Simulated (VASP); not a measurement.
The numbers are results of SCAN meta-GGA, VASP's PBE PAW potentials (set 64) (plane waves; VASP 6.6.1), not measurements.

A VASP calculation is set up with these files.

File KPOINTS:
```
Automatic mesh
0
Gamma
13 13 13
0 0 0
```

File POSCAR:
```
ZrC
1
    0.0000000000     2.3993666900     2.3993666900
    2.3993666900     0.0000000000     2.3993666900
    2.3993666900     2.3993666900     0.0000000000
Zr C
1 1
Direct
  0.0000000000   0.0000000000   0.0000000000
  0.5000000000   0.5000000000   0.5000000000
```

**INCAR**
```
SYSTEM = ZrC
PREC = Accurate
ENCUT = 520
EDIFF = 1E-7
NELM = 100
ALGO = Normal
LREAL = .FALSE.
LASPH = .TRUE.
ISMEAR = 1
SIGMA = 0.1
METAGGA = SCAN
LMIXTAU = .TRUE.
LMAXMIX = 4
LWAVE = .FALSE.
LCHARG = .FALSE.
ISIF = 2
```

POTCAR, in this order: Zr_sv C (PBE.64 set). Program: vasp_std.

The resulting files:

OUTCAR:
```
 ion  position               nearest neighbor table
   1  0.000  0.000  0.000-   2 2.40   2 2.40   2 2.40   2 2.40   2 2.40   2 2.40
   2  0.500  0.500  0.500-   1 2.40   1 2.40   1 2.40   1 2.40   1 2.40   1 2.40
  LATTYP: Found a face centered cubic cell.
 ALAT       =     4.7987333800
 Subroutine PRICEL returns:
 Original cell was already a primitive cell.
 Subroutine GETGRP returns: Found 48 space group operations
The static configuration has the point symmetry O_h .
The dynamic configuration has the point symmetry O_h .
 Subroutine INISYM returns: Found 48 space group operations
 Subroutine IBZKPT returns following result:
 Found     84 irreducible k-points:

 Following reciprocal coordinates:
            Coordinates               Weight
  0.000000  0.000000  0.000000      1.000000
  0.076923  0.000000  0.000000      8.000000
  0.153846  0.000000  0.000000      8.000000
  0.230769  0.000000  0.000000      8.000000
  0.307692  0.000000  0.000000      8.000000
  0.384615  0.000000  0.000000      8.000000
  0.461538  0.000000  0.000000      8.000000
  0.076923  0.076923  0.000000      6.000000
  0.153846  0.076923  0.000000     24.000000
...
```

### OSZICAR
```
       N       E                     dE             d eps       ncg     rms          rms(c)
DAV:   1     0.823799111629E+02    0.82380E+02   -0.90249E+03  2016   0.136E+03
DAV:   2    -0.458605953992E+02   -0.12824E+03   -0.12107E+03  2304   0.339E+02
DAV:   3    -0.525592828322E+02   -0.66987E+01   -0.65440E+01  3132   0.672E+01
DAV:   4    -0.528557020541E+02   -0.29642E+00   -0.29599E+00  2620   0.126E+01
DAV:   5    -0.528640592413E+02   -0.83572E-02   -0.83556E-02  2960   0.177E+00    0.203E+01
DAV:   6    -0.417498788499E+02    0.11114E+02   -0.12139E+01  2404   0.303E+01    0.734E+00
DAV:   7    -0.428059010162E+02   -0.10560E+01   -0.33191E+00  2620   0.119E+01    0.337E+00
DAV:   8    -0.426654625848E+02    0.14044E+00   -0.36948E-01  2316   0.711E+00    0.174E+00
DAV:   9    -0.426565861988E+02    0.88764E-02   -0.23795E-01  2312   0.514E+00    0.745E-01
DAV:  10    -0.427276856367E+02   -0.71099E-01   -0.15932E-01  2196   0.373E+00    0.279E-01
DAV:  11    -0.427271638992E+02    0.52174E-03   -0.48012E-02  2720   0.275E+00    0.176E-01
DAV:  12    -0.427276286528E+02   -0.46475E-03   -0.36222E-02  2640   0.229E+00    0.126E-01
DAV:  13    -0.427276711460E+02   -0.42493E-04   -0.12689E-03  2572   0.391E-01    0.102E-01
DAV:  14    -0.427268238386E+02    0.84731E-03   -0.10271E-03  2700   0.359E-01    0.365E-02
DAV:  15    -0.427270406818E+02   -0.21684E-03   -0.56539E-04  3028   0.226E-01    0.151E-02
DAV:  16    -0.427270503492E+02   -0.96673E-05   -0.34288E-05  2564   0.657E-02    0.165E-02
DAV:  17    -0.427270554799E+02   -0.51307E-05   -0.13375E-05  3116   0.312E-02    0.161E-02
DAV:  18    -0.427270799380E+02   -0.24458E-04   -0.12492E-05  2096   0.496E-02    0.719E-03
DAV:  19    -0.427270715031E+02    0.84349E-05   -0.43739E-06  2276   0.285E-02    0.267E-03
DAV:  20    -0.427270751981E+02   -0.36951E-05   -0.78064E-07  2164   0.126E-02    0.183E-03
DAV:  21    -0.427270757467E+02   -0.54858E-06   -0.30601E-07  2176   0.632E-03    0.183E-03
DAV:  22    -0.427270764026E+02   -0.65590E-06   -0.69998E-08  1232   0.416E-03    0.107E-03
DAV:  23    -0.427270764389E+02   -0.36302E-07   -0.12287E-08  1088   0.131E-03
   1 F= -.42727076E+02 E0= -.42727001E+02  d E =-.226592E-03
```

**OUTCAR**
```
------------------------ aborting loop because EDIFF is reached ----------------------------------------
  FORCE on cell =-STRESS in cart. coord.  units (eV):
  Direction    XX          YY          ZZ          XY          YZ          ZX
  --------------------------------------------------------------------------------------
  Total       -2.0761692     -2.0761692     -2.0761692     -0.0000000      0.0000000      0.0000000
  in kB     -120.4074758   -120.4074758   -120.4074758     -0.0000000      0.0000000      0.0000000
  external PRESSURE =    -120.4074758 kB  Pullay stress =       0.0000000 kB
  volume of cell :       27.63
      direct lattice vectors                 reciprocal lattice vectors
     0.000000000  2.399366690  2.399366690    -0.208388323  0.208388323  0.208388323
     2.399366690  0.000000000  2.399366690     0.208388323 -0.208388323  0.208388323
     2.399366690  2.399366690  0.000000000     0.208388323  0.208388323 -0.208388323
 POSITION                                       TOTAL-FORCE (eV/Angst)
 -----------------------------------------------------------------------------------
      0.00000      0.00000      0.00000        -0.000000      0.000000     -0.000000
      2.39937      2.39937      2.39937         0.000000     -0.000000      0.000000
 -----------------------------------------------------------------------------------
    total drift:                                0.000000      0.000000      0.000000
  FREE ENERGIE OF THE ION-ELECTRON SYSTEM (eV)
  ---------------------------------------------------
  free  energy   TOTEN  =       -42.7270764389 eV

  energy  without entropy=      -42.7268498472  energy(sigma->0) =      -42.72700091
```
(Selected blocks of OUTCAR.)

The compound is ZrC in the rock salt structure. This cell is one point of a volume scan, at 1.06 of the reference volume.
